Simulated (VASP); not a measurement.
# MgB2: cell size and functional, part 2 of 2

Aim: relax MgB2 at several levels of theory and compare the cells. The starting structure is a measured crystal structure from the Crystallography Open Database. The first relaxation on each setting starts from this cell expanded by 3 % in volume.

VASP 6.6.1.

Results so far: PBEsol 9.47 Å³ an atom; LDA 9.15 Å³ an atom; PBE 9.60 Å³ an atom; PBEsol + D3(BJ) 9.21 Å³ an atom.

## 6. Relaxation with r2SCAN

Level of this step: r2SCAN; plane waves and PAW (Mg, B) (VASP).

r2SCAN adds the kinetic-energy density, costs more than a GGA and is run with LASPH. This run starts from the cell of an earlier relaxation, which isn't shown; the restart sets up the plane waves anew.

INCAR reads:

```
SYSTEM = MgB2
PREC = Accurate
ENCUT = 450
EDIFF = 1E-06
NELM = 100
ISMEAR = 1
SIGMA = 0.15
LREAL = .FALSE.
ALGO = Normal
METAGGA = R2SCAN
LASPH = .TRUE.
NBANDS = 10
LORBIT = 11
LWAVE = .FALSE.
LCHARG = .FALSE.
KPAR = 4
IBRION = 2
NSW = 50
ISIF = 3
EDIFFG = -0.006
```

POSCAR reads:

```
MgB2
1.0
    3.0692983681      0.0000000000      0.0000000000
   -1.5346491841      2.6580903586      0.0000000000
    0.0000000000      0.0000000000      3.4977191815
Mg B
1 2
Direct
    0.0000000000      0.0000000000      0.0000000000
    0.6666666667      0.3333333333      0.5000000000
    0.3333333333      0.6666666667      0.5000000000
```

KPOINTS reads:

```
Automatic mesh
0
Gamma
14 14 10
0 0 0
```

PAW data sets: Mg and B (PBE family, release 64).

Started as:

```bash
$ mpirun -np 4 vasp_std
```

Output:

```text
[banner, memory and clock lines left out]
running    4 mpi-ranks, on    1 nodes
[...]
[... a notice as in an earlier step ...]

 LDA part: xc-table for (None), standard interpolation
 POSCAR, INCAR and KPOINTS ok, starting setup
[...]
entering main loop
       N       E                     dE             d eps       ncg     rms          rms(c)
DAV:   1    -0.303266539344E+01   -0.30327E+01   -0.36768E+03  3232   0.613E+02
DAV:   2    -0.213945409572E+02   -0.18362E+02   -0.17357E+02  3794   0.103E+02
DAV:   3    -0.218299117870E+02   -0.43537E+00   -0.43374E+00  3710   0.136E+01
DAV:   4    -0.218309539732E+02   -0.10422E-02   -0.10420E-02  3706   0.716E-01
[...]
DAV:  11    -0.193989173615E+02   -0.22049E-04   -0.42641E-05  3250   0.510E-02    0.456E-03
DAV:  12    -0.193989202676E+02   -0.29061E-05   -0.37958E-06  3506   0.146E-02    0.196E-03
DAV:  13    -0.193989210847E+02   -0.81707E-06   -0.16626E-06  3098   0.100E-02
   1 F= -.19398921E+02 E0= -.19398837E+02  d E =-.193989E+02
[...]
reached required accuracy - stopping structural energy minimisation
```

Wall time 11 s (4 MPI ranks of Intel Xeon 6975P-C (Granite Rapids), shared host); peak memory 0.61 GiB; 42 s of CPU time.

From OUTCAR (step 6):

```text
  Total        0.0108930      0.0108930      0.0002446     -0.0000000     -0.0000000      0.0000000
  in kB        0.6115941      0.6115941      0.0137343     -0.0000000     -0.0000000      0.0000000
  external PRESSURE =       0.4123075 kB  Pullay stress =       0.0000000 kB

 POSITION                                       TOTAL-FORCE (eV/Angst)
 -----------------------------------------------------------------------------------
      0.00000      0.00000      0.00000         0.000000      0.000000      0.000000
      1.53465      0.88603      1.74886        -0.000000     -0.000000     -0.000000
     -0.00000      1.77206      1.74886         0.000000      0.000000      0.000000
 -----------------------------------------------------------------------------------
    total drift:                                0.000000     -0.000000      0.000000

  FREE ENERGIE OF THE ION-ELECTRON SYSTEM (eV)
  ---------------------------------------------------
  free  energy   TOTEN  =       -19.3989210847 eV

  energy  without entropy=      -19.3986685170  energy(sigma->0) =      -19.39883690

[... 2 parts as in an earlier step ...]

[... 2 further parts left out ...]
[key lines of the parts left out:]
E-fermi :   5.4076
```

With r2SCAN the relaxed cell holds 9.512 Å³ an atom, -1.73 % against the measured cell, with a = 3.069 Å and c = 3.498 Å. That is +0.40 % from PBEsol.

## 7. Relaxation with r2SCAN + rVV10

rVV10 adds a nonlocal correlation energy for dispersion. This run starts from the cell of an earlier relaxation, which isn't shown; the restart sets up the plane waves anew.

Changes to INCAR since step 6:

```diff
@@ -10,2 +10,6 @@
 METAGGA = R2SCAN
+LUSE_VDW = .TRUE.
+IVDW_NL = 2
+BPARAM = 11.95
+CPARAM = 0.0093
 LASPH = .TRUE.
```

POSCAR reads:

```
MgB2
1.0
    3.0680595884      0.0000000000      0.0000000000
   -1.5340297942      2.6570175439      0.0000000000
    0.0000000000      0.0000000000      3.4906026722
Mg B
1 2
Direct
    0.0000000000      0.0000000000      0.0000000000
    0.6666666667      0.3333333333      0.5000000000
    0.3333333333      0.6666666667      0.5000000000
```

KPOINTS is that of step 6.

Started as:

```bash
$ mpirun -np 4 vasp_std
```

Output:

```text
[banner, memory and clock lines left out]
running    4 mpi-ranks, on    1 nodes
[...]
|                                                                             |
|               ----> ADVICE to this user running VASP <----                  |
|                                                                             |
|     You have switched on vdW-DFT.                                           |
|     This routine was written and supplied by Jiri Klimes. We recommend      |
|     that you carefully read and cite the following publications:            |
|       J. Klimes, D.R. Bowler, A. Michelides                                 |
|          J. Phys.: Cond Matt. 22 022201 (2010)                              |
|       J. Klimes, D.R. Bowler, A. Michelides                                 |
|          Phys. Rev. B. 83, 195131 (2011)                                    |
|     and references therein.                                                 |
|                                                                             |

[...]
DAV:  11    -0.192473349755E+02   -0.19428E-04   -0.40251E-05  3302   0.494E-02    0.436E-03
Total rVV10 correction in eV:      0.1513027    11.5738521
Total rVV10 correction in eV:      0.1513027    11.5738521
Total rVV10 correction in eV:      0.1513027    11.5738521
Total rVV10 correction in eV:      0.1513027    11.5738521
DAV:  12    -0.192473376089E+02   -0.26334E-05   -0.35455E-06  3464   0.142E-02    0.188E-03
Total rVV10 correction in eV:      0.1513082    11.5738521
Total rVV10 correction in eV:      0.1513082    11.5738521
Total rVV10 correction in eV:      0.1513082    11.5738521
Total rVV10 correction in eV:      0.1513082    11.5738521
DAV:  13    -0.192473383346E+02   -0.72574E-06   -0.14298E-06  3090   0.933E-03
Total rVV10 correction in eV:      0.1513088    11.5738521
Total rVV10 correction in eV:      0.1513088    11.5738521
Total rVV10 correction in eV:      0.1513088    11.5738521
Total rVV10 correction in eV:      0.1513088    11.5738521
Total rVV10 correction in eV:      0.1513087    11.5738521
Total rVV10 correction in eV:      0.1513087    11.5738521
Total rVV10 correction in eV:      0.1513087    11.5738521
Total rVV10 correction in eV:      0.1513087    11.5738521
   1 F= -.19247338E+02 E0= -.19247250E+02  d E =-.192473E+02
[...]
reached required accuracy - stopping structural energy minimisation
```

Run time: 22 s. Hardware: 4 MPI ranks; peak memory 0.9 GiB; 83 s of CPU time.

Parts of OUTCAR (step 7):

```text
  Total        0.0110248      0.0110248      0.0011848     -0.0000000      0.0000000     -0.0000000
  in kB        0.6207573      0.6207573      0.0667086     -0.0000000      0.0000000     -0.0000000
  external PRESSURE =       0.4360744 kB  Pullay stress =       0.0000000 kB

 POSITION                                       TOTAL-FORCE (eV/Angst)
 -----------------------------------------------------------------------------------
      0.00000      0.00000      0.00000        -0.000000      0.000000      0.000000
      1.53403      0.88567      1.74530         0.000000     -0.000000     -0.000000
     -0.00000      1.77135      1.74530         0.000000      0.000000      0.000000
 -----------------------------------------------------------------------------------
    total drift:                                0.000000     -0.000000      0.000000

  FREE ENERGIE OF THE ION-ELECTRON SYSTEM (eV)
  ---------------------------------------------------
  free  energy   TOTEN  =       -19.2473383346 eV

  energy  without entropy=      -19.2470725861  energy(sigma->0) =      -19.24724975

[... 2 parts as in an earlier step ...]

[... 2 further parts left out ...]
[key lines of the parts left out:]
E-fermi :   5.4187
```

With r2SCAN + rVV10 the relaxed cell holds 9.485 Å³ an atom, -2.00 % against the measured cell, with a = 3.068 Å and c = 3.491 Å. That is +0.12 % from PBEsol.

## 8. Relaxation with rev-vdW-DF2

rev-vdW-DF2 revises the exchange of vdW-DF2 for solids. This run starts from the cell of an earlier relaxation, which isn't shown; the restart sets up the plane waves anew.

Changes to INCAR since step 7:

```diff
@@ -9,7 +9,8 @@
 ALGO = Normal
-METAGGA = R2SCAN
+GGA = MK
+AGGAC = 0
 LUSE_VDW = .TRUE.
-IVDW_NL = 2
-BPARAM = 11.95
-CPARAM = 0.0093
+PARAM1 = 0.1234
+PARAM2 = 0.711357
+ZAB_VDW = -1.8867
 LASPH = .TRUE.
```

POSCAR reads:

```
MgB2
1.0
    3.0712341739      0.0000000000      0.0000000000
   -1.5356170870      2.6597668156      0.0000000000
    0.0000000000      0.0000000000      3.4947017495
Mg B
1 2
Direct
    0.0000000000      0.0000000000      0.0000000000
    0.6666666667      0.3333333333      0.5000000000
    0.3333333333      0.6666666667      0.5000000000
```

KPOINTS is that of step 7.

Started as:

```bash
$ mpirun -np 4 vasp_std
```

Output:

```text
[banner, memory and clock lines left out]
running    4 mpi-ranks, on    1 nodes
[...]
[... a notice as in an earlier step ...]

 [... a notice as in an earlier step ...]

 LDA part: xc-table for (Slater+PW92), standard interpolation
 POSCAR, INCAR and KPOINTS ok, starting setup
[...]
entering main loop
       N       E                     dE             d eps       ncg     rms          rms(c)
DAV:   1     0.319803499978E+01    0.31980E+01   -0.36220E+03  3168   0.601E+02
DAV:   2    -0.143690148677E+02   -0.17567E+02   -0.16536E+02  3952   0.986E+01
DAV:   3    -0.147888872156E+02   -0.41987E+00   -0.41741E+00  3756   0.130E+01
DAV:   4    -0.147898602733E+02   -0.97306E-03   -0.97296E-03  3674   0.658E-01
[...]
DAV:  10    -0.130872575661E+02    0.40290E-03   -0.23462E-03  3628   0.277E-01    0.258E-02
DAV:  11    -0.130872646416E+02   -0.70755E-05   -0.52661E-05  3278   0.566E-02    0.423E-03
DAV:  12    -0.130872639482E+02    0.69340E-06   -0.69875E-06  3340   0.129E-02
   1 F= -.13087264E+02 E0= -.13087077E+02  d E =-.130873E+02
[...]
reached required accuracy - stopping structural energy minimisation
```

Elapsed: 14 s, on 4 MPI ranks; peak memory 1.1 GiB; 52 s of CPU time.

OUTCAR, selected parts (step 8):

```text
  Total        0.0010917      0.0010917      0.0044693     -0.0000000     -0.0000000      0.0000000
  in kB        0.0612675      0.0612675      0.2508343     -0.0000000     -0.0000000      0.0000000
  external PRESSURE =       0.1244564 kB  Pullay stress =       0.0000000 kB

 POSITION                                       TOTAL-FORCE (eV/Angst)
 -----------------------------------------------------------------------------------
      0.00000      0.00000      0.00000        -0.000000      0.000000      0.000000
      1.53562      0.88659      1.74735        -0.000000      0.000000      0.000000
     -0.00000      1.77318      1.74735         0.000000      0.000000      0.000000
 -----------------------------------------------------------------------------------
    total drift:                                0.000000     -0.000000      0.000000

  FREE ENERGIE OF THE ION-ELECTRON SYSTEM (eV)
  ---------------------------------------------------
  free  energy   TOTEN  =       -13.0872639482 eV

  energy  without entropy=      -13.0867030970  energy(sigma->0) =      -13.08707700

[... 2 parts as in an earlier step ...]

[... 2 further parts left out ...]
[key lines of the parts left out:]
E-fermi :   5.3298
```

With rev-vdW-DF2 the relaxed cell holds 9.516 Å³ an atom, -1.69 % against the measured cell, with a = 3.071 Å and c = 3.495 Å. That is +0.44 % from PBEsol.

## 9. Relaxation with AM05

AM05 is built from the electron gas and the surface model, and does well on lattice constants. This run starts from the cell of an earlier relaxation, which isn't shown; the restart sets up the plane waves anew.

Changes to INCAR since step 8:

```diff
@@ -9,9 +9,3 @@
 ALGO = Normal
-GGA = MK
-AGGAC = 0
-LUSE_VDW = .TRUE.
-PARAM1 = 0.1234
-PARAM2 = 0.711357
-ZAB_VDW = -1.8867
-LASPH = .TRUE.
+GGA = AM
 NBANDS = 10
```

POSCAR reads:

```
MgB2
1.0
    3.0664546982      0.0000000000      0.0000000000
   -1.5332273491      2.6556276682      0.0000000000
    0.0000000000      0.0000000000      3.4879934424
Mg B
1 2
Direct
    0.0000000000      0.0000000000      0.0000000000
    0.6666666667      0.3333333333      0.5000000000
    0.3333333333      0.6666666667      0.5000000000
```

KPOINTS is that of step 8.

Started as:

```bash
$ mpirun -np 4 vasp_std
```

Output:

```text
[... set-up lines as in an earlier step ...]
 entering main loop
       N       E                     dE             d eps       ncg     rms          rms(c)
DAV:   1     0.143608041051E+01    0.14361E+01   -0.35697E+03  3200   0.592E+02
DAV:   2    -0.170599336425E+02   -0.18496E+02   -0.17413E+02  3792   0.100E+02
DAV:   3    -0.174993794202E+02   -0.43945E+00   -0.43757E+00  3684   0.134E+01
DAV:   4    -0.175003693516E+02   -0.98993E-03   -0.98982E-03  3674   0.679E-01
[...]
DAV:  10    -0.159413631380E+02    0.23377E-03   -0.23768E-03  3630   0.277E-01    0.307E-02
DAV:  11    -0.159413400248E+02    0.23113E-04   -0.15598E-04  3290   0.738E-02    0.480E-03
DAV:  12    -0.159413391681E+02    0.85668E-06   -0.88432E-06  3278   0.157E-02
   1 F= -.15941339E+02 E0= -.15940997E+02  d E =-.159413E+02
[...]
reached required accuracy - stopping structural energy minimisation
```

Elapsed: 3.4 s, on 4 MPI ranks; peak memory 0.6 GiB; 12 s of CPU time.

Parts of OUTCAR (step 9):

```text
  Total        0.0048625      0.0048625     -0.0025012      0.0000000     -0.0000000     -0.0000000
  in kB        0.2742751      0.2742751     -0.1410857      0.0000000     -0.0000000     -0.0000000
  external PRESSURE =       0.1358215 kB  Pullay stress =       0.0000000 kB

 POSITION                                       TOTAL-FORCE (eV/Angst)
 -----------------------------------------------------------------------------------
      0.00000      0.00000      0.00000         0.000000      0.000000      0.000000
      1.53323      0.88521      1.74400        -0.000000      0.000000      0.000000
     -0.00000      1.77042      1.74400         0.000000     -0.000000      0.000000
 -----------------------------------------------------------------------------------
    total drift:                                0.000000     -0.000000      0.000000

  FREE ENERGIE OF THE ION-ELECTRON SYSTEM (eV)
  ---------------------------------------------------
  free  energy   TOTEN  =       -15.9413391681 eV

  energy  without entropy=      -15.9403134114  energy(sigma->0) =      -15.94099725

[... 2 parts as in an earlier step ...]

[... 2 further parts left out ...]
[key lines of the parts left out:]
E-fermi :   5.3537
```

With AM05 the relaxed cell holds 9.468 Å³ an atom, -2.18 % against the measured cell, with a = 3.066 Å and c = 3.488 Å. That is -0.06 % from PBEsol.

## 10. The runs compared

```csv
level,volume (Å³/atom),against the measured cell (%),a (Å),c (Å),pressure left (GPa),core minutes
PBEsol,9.474,-2.12,3.0664,3.4903,0.03,0.867
LDA,9.151,-5.45,3.0347,3.4423,0.07,0.813
PBE,9.602,-0.8,3.0763,3.5146,0.01,0.827
PBEsol + D3(BJ),9.21,-4.84,3.0435,3.4444,0.07,0.867
r2SCAN,9.512,-1.73,3.0693,3.4977,0.04,3.33
r2SCAN + rVV10,9.485,-2.0,3.0681,3.4906,0.04,6.73
rev-vdW-DF2,9.516,-1.69,3.0712,3.4947,0.01,4.24
AM05,9.468,-2.18,3.0665,3.488,0.01,0.96
```

Core minutes are wall time times ranks, summed over the relaxations behind a row (those for a bulk modulus apart), on shared hosts.

## 11. What came out

| Item | Value |
| --- | --- |
| volume, PBEsol | 9.474 Å³/atom |
| volume, LDA | 9.151 Å³/atom |
| volume, PBE | 9.602 Å³/atom |
| volume, PBEsol + D3(BJ) | 9.210 Å³/atom |
| volume, r2SCAN | 9.512 Å³/atom |
| volume, r2SCAN + rVV10 | 9.485 Å³/atom |
| volume, rev-vdW-DF2 | 9.516 Å³/atom |
| volume, AM05 | 9.468 Å³/atom |

What this shows: Across 8 levels the volume of MgB2 spans 4.9 %, from 9.15 Å³ an atom (LDA) to 9.60 Å³ (PBE). Against the measured volume of the starting structure, PBE comes nearest (-0.8 %) and LDA lies farthest (-5.5 %). The measured cell holds zero-point expansion and, unless it was taken cold, thermal expansion, which the runs lack, so small differences decide nothing. Adding D3(BJ) to PBEsol changes the volume by -2.8 %. Adding rVV10 to r2SCAN changes the volume by -0.3 %. LASPH is on in some of these runs and off in others, which adds a little to the differences. All runs keep the symmetry of the start, so they can't find a distortion of lower symmetry. Further runs on this material are not shown.

[Lines on the potential files, build, host, timing and source positions are cut from VASP's logs without a mark.]

[Logs are printed without paths, hosts, clocks, repeated set-up lines and the standing remarks that a program may print on its own settings, such as how far it seeks lower states.]

[Hosts, paths, dates, database ids (printed as entryN), source tags and the programs' standing remarks are cut or masked in the printed files.]
